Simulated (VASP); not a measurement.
# ZrB2 with r2SCAN: from relaxation to properties, part 5 of 5

Wanted: the relaxed cell of ZrB2 and its properties. The start is a cell from a database of measured crystal structures.

VASP 6.6.1, plane waves and PAW; the level of theory is named at each step.

So far. Step 8 (Band structure (r2SCAN + SOC)): There is no gap at this level. Step 8 (Band structure (r2SCAN + SOC)): Of the bands kept, 4 cross the Fermi level on this path (spinor bands, one electron each). The relaxed cell has a = 3.169, c = 3.549 Å (conventional setting).

## (9) Ionic relaxation at fixed cell (r2SCAN) with a changed input

This step: r2SCAN; plane waves and PAW (Zr_sv, B) (VASP 6.6.1).

This run is made with a changed input; what comes of it follows.

File INCAR:

```
SYSTEM = ZrB2
PREC = Accurate
ENCUT = 420
EDIFF = 1E-16
NELM = 90
ISMEAR = 0
SIGMA = 0.05
LREAL = .FALSE.
ALGO = Normal
METAGGA = R2SCAN
LASPH = .TRUE.
NBANDS = 15
LORBIT = 11
LWAVE = .FALSE.
LCHARG = .FALSE.
KPAR = 2
IBRION = 2
NSW = 30
ISIF = 2
EDIFFG = -0.01
```

File POSCAR:

```
ZrB2
1.0
    3.1690453248      0.0000000000      0.0000000000
   -1.5845226624      2.7444737571      0.0000000000
    0.0000000000      0.0000000000      3.5490419465
Zr B
1 2
Direct
    0.0000000000      0.0000000000      0.0000000000
    0.3333333333      0.6666666667      0.5000000000
    0.6666666667      0.3333333333      0.5000000000
```

File KPOINTS:

```
Automatic mesh
0
Gamma
7 7 6
0 0 0
```

The projector-augmented-wave data sets are Zr_sv and B (PBE family, release 64).

Launch:

```console
$ mpirun -np 2 vasp_std
```

The program printed:

```text
[... set-up lines as in an earlier step ...]
 entering main loop
       N       E                     dE             d eps       ncg     rms          rms(c)
[... 12 cycles as in an earlier step ...]
DAV:  13    -0.406276199370E+02    0.13804E-06   -0.49199E-07  1157   0.616E-03    0.757E-04
DAV:  14    -0.406276201250E+02   -0.18797E-06   -0.56088E-08  1183   0.182E-03    0.404E-04
DAV:  15    -0.406276201392E+02   -0.14182E-07   -0.39361E-09  1234   0.508E-04    0.148E-04
DAV:  16    -0.406276201568E+02   -0.17648E-07   -0.94600E-10  1093   0.237E-04    0.104E-05
DAV:  17    -0.406276201558E+02    0.10807E-08   -0.14006E-11  1413   0.319E-05    0.574E-06
DAV:  18    -0.406276201525E+02    0.32921E-08    0.10243E-12  1648   0.105E-05    0.226E-06
DAV:  19    -0.406276201523E+02    0.13256E-09   -0.93355E-13  1525   0.172E-06    0.403E-07
DAV:  20    -0.406276201526E+02   -0.29763E-09    0.10830E-12  1407   0.624E-07    0.361E-08
DAV:  21    -0.406276201529E+02   -0.22396E-09   -0.11318E-12  1319   0.106E-07    0.248E-08
DAV:  22    -0.406276201521E+02    0.79490E-09   -0.68133E-12  1240   0.308E-08    0.844E-09
DAV:  23    -0.406276201517E+02    0.35243E-09   -0.24151E-12  1239   0.115E-08    0.328E-09
DAV:  24    -0.406276201525E+02   -0.74556E-09   -0.24509E-12  1207   0.400E-09    0.912E-10
DAV:  25    -0.406276201521E+02    0.33128E-09   -0.13854E-12  1234   0.130E-09    0.249E-10
DAV:  26    -0.406276201524E+02   -0.24738E-09   -0.25143E-12  1198   0.639E-10    0.223E-10
DAV:  27    -0.406276201524E+02   -0.61846E-10   -0.18802E-12  1034   0.368E-10    0.390E-11
DAV:  28    -0.406276201523E+02    0.13983E-09   -0.39811E-12  1198   0.134E-10    0.342E-11
DAV:  29    -0.406276201523E+02   -0.44565E-10   -0.51989E-12  1187   0.906E-11    0.696E-12
DAV:  30    -0.406276201523E+02   -0.72760E-11   -0.40072E-12  1083   0.949E-11    0.213E-11
DAV:  31    -0.406276201524E+02   -0.15234E-10   -0.31987E-12  1121   0.979E-11    0.220E-11
DAV:  32    -0.406276201525E+02   -0.10436E-09   -0.26072E-12  1125   0.691E-11    0.302E-11
DAV:  33    -0.406276201524E+02    0.44565E-10   -0.24784E-12  1117   0.977E-11    0.228E-11
DAV:  34    -0.406276201524E+02    0.21600E-10   -0.18821E-12  1087   0.896E-11    0.263E-11
DAV:  35    -0.406276201525E+02   -0.11732E-09   -0.20534E-12  1083   0.702E-11    0.349E-11
DAV:  36    -0.406276201523E+02    0.20964E-09   -0.21459E-12  1070   0.835E-11    0.439E-11
DAV:  37    -0.406276201525E+02   -0.15621E-09   -0.44746E-12  1071   0.112E-10    0.414E-11
DAV:  38    -0.406276201523E+02    0.10846E-09   -0.31181E-12  1070   0.116E-10    0.327E-11
DAV:  39    -0.406276201523E+02    0.11369E-10   -0.40309E-12  1127   0.121E-10    0.249E-11
DAV:  40    -0.406276201524E+02   -0.94360E-10   -0.40453E-12  1202   0.124E-10    0.356E-11
DAV:  41    -0.406276201522E+02    0.19349E-09   -0.22708E-12  1027   0.868E-11    0.365E-11
DAV:  42    -0.406276201525E+02   -0.21714E-09   -0.40075E-12  1068   0.876E-11    0.458E-11
[...]
DAV:  66    -0.406276201522E+02    0.27694E-09   -0.19396E-12  1212   0.490E-11    0.575E-11
DAV:  67    -0.406276201522E+02    0.42974E-10   -0.39112E-12  1073   0.146E-10    0.436E-11
DAV:  68    -0.406276201525E+02   -0.27944E-09   -0.52580E-12  1097   0.984E-11    0.598E-11
DAV:  69    -0.406276201523E+02    0.16166E-09   -0.19745E-12  1025   0.104E-10    0.340E-11
DAV:  70    -0.406276201523E+02   -0.24329E-10   -0.30177E-12  1139   0.114E-10    0.680E-12
DAV:  71    -0.406276201522E+02    0.85493E-10   -0.25093E-12  1189   0.959E-11    0.192E-11
DAV:  72    -0.406276201523E+02   -0.60709E-10   -0.12619E-12  1158   0.929E-11    0.313E-11
DAV:  73    -0.406276201525E+02   -0.16826E-09   -0.35237E-12   994   0.106E-10    0.328E-11
DAV:  74    -0.406276201524E+02    0.57526E-10   -0.22377E-12  1021   0.852E-11    0.239E-11
DAV:  75    -0.406276201524E+02    0.45247E-10   -0.49567E-13  1058   0.866E-11    0.138E-11
DAV:  76    -0.406276201523E+02    0.47748E-10   -0.22131E-12  1027   0.541E-11    0.101E-11
DAV:  77    -0.406276201523E+02    0.45475E-12   -0.26289E-12  1162   0.572E-11
   1 F= -.40627620E+02 E0= -.40627331E+02  d E =-.406276E+02
 curvature:   0.00 expect dE= 0.000E+00 dE for cont linesearch  0.000E+00
 trial: gam= 0.00000 g(F)=  0.616E-48 g(S)=  0.000E+00 ort = 0.000E+00 (trialstep = 0.100E+01)
 search vector abs. value=  0.100E-09
 reached required accuracy - stopping structural energy minimisation
```

The job ended after 99 s (2 MPI ranks of Intel Xeon Platinum 8259CL at 2.50GHz (Skylake/Cascade Lake), shared host; peak memory 0.26 GiB; 3.3 min of CPU time).

OUTCAR, selected parts (step 9):

```text
   NELECT =      18.0000    total number of electrons

 E-fermi :  10.3661

 k-point     1 :       0.0000    0.0000    0.0000
  band No.  band energies     occupation
    ...
      5      -3.0281      2.00000
      6       7.8545      2.00000
      7       7.8545      2.00000
      8       7.9148      2.00000
      9       7.9481      2.00000
     10      14.2056      0.00000
     11      14.2056      0.00000
     12      14.9747      0.00000
     13      14.9747      0.00000
     14      15.5729      0.00000
    ...

  Total        0.0007132      0.0007132      0.0040562      0.0000000     -0.0000000      0.0000000
  in kB        0.0370169      0.0370169      0.2105361      0.0000000     -0.0000000      0.0000000
  external PRESSURE =       0.0948566 kB  Pullay stress =       0.0000000 kB

 POSITION                                       TOTAL-FORCE (eV/Angst)
 -----------------------------------------------------------------------------------
      0.00000      0.00000      0.00000        -0.000000      0.000000      0.000000
     -0.00000      1.82965      1.77452         0.000000     -0.000000      0.000000
      1.58452      0.91482      1.77452        -0.000000      0.000000     -0.000000
 -----------------------------------------------------------------------------------
    total drift:                               -0.000000      0.000000      0.000000

  FREE ENERGIE OF THE ION-ELECTRON SYSTEM (eV)
  ---------------------------------------------------
  free  energy   TOTEN  =       -40.6276201523 eV

  energy  without entropy=      -40.6270418546  energy(sigma->0) =      -40.62733100

[... 14 parts as in an earlier step ...]

[... 4 further parts left out ...]
```

The run converged. In energy (within 2 meV an atom) it ends like the sound relaxation.

Energy and pressure equal those of the sound run on this cell, within 0.05 meV an atom and 0.01 GPa.

Settings moved from the usual: NELM = 90, NSW = 30 and EDIFF = 1e-16.

An EDIFF this small lies at or under the numerical noise of the energy, so it buys cycles and no accuracy.

## (10) What came out

| Item | Value |
| --- | --- |
| relaxed volume | 10.29 Å³/atom |
| relaxed conventional cell a, b, c | 3.169, 3.169, 3.549 Å; angles 90.0, 90.0, 120.0° |
| space group after relaxing, within 0.02 Å | P6/mmm (No. 191) |
| band gap | none, a metal |
| DOS at the Fermi level | 0.202 states/eV/cell |
| highest zone-centre mode | 777 cm⁻¹ |
| largest field gradient Vzz | 38.33 V/Å² on Zr1 |
| band gap (r2SCAN + SOC) | none, a metal |

**Reading.** With r2SCAN, ZrB2 relaxes to 10.29 Å³/atom in space group P6/mmm (held by the symmetry of the run) and comes out as a metal. Against the listed cell the volume lies +0.4 % (a under 0.05 %, c +0.5 %). Band structure (r2SCAN): Of the bands kept, 2 cross the Fermi level on this path. Zone-centre phonons (r2SCAN): The highest mode in this list at Γ, 776.8 cm⁻¹, is mostly motion of B (100 % of the kinetic energy). Band structure (r2SCAN + SOC): Of the bands kept, 4 cross the Fermi level on this path (spinor bands, one electron each). The k-sampling is coarse for a metal, so the Fermi level, pressures and the shape of the cell carry errors. Modes at Γ alone can't show that the crystal is stable at other wave vectors. No search among competing phases was made, and a listed structure need not be the one stable at ambient conditions. All values are for a static lattice at zero temperature.

[Lines on the potential files, build, host, timing and source positions are cut from VASP's logs without a mark.]

[Logs are printed without paths, hosts, clocks, repeated set-up lines and the standing remarks that a program may print on its own settings, such as how far it seeks lower states.]

[Hosts, paths, dates, database ids (printed as entryN), source tags and the programs' standing remarks are cut or masked in the printed files.]

[A measured line is paired with the nearest computed mode of its activity, which favours agreement.]

[In band tables of VASP the shares of atoms and orbitals are scaled to a sum of 1 inside the atoms' spheres.]
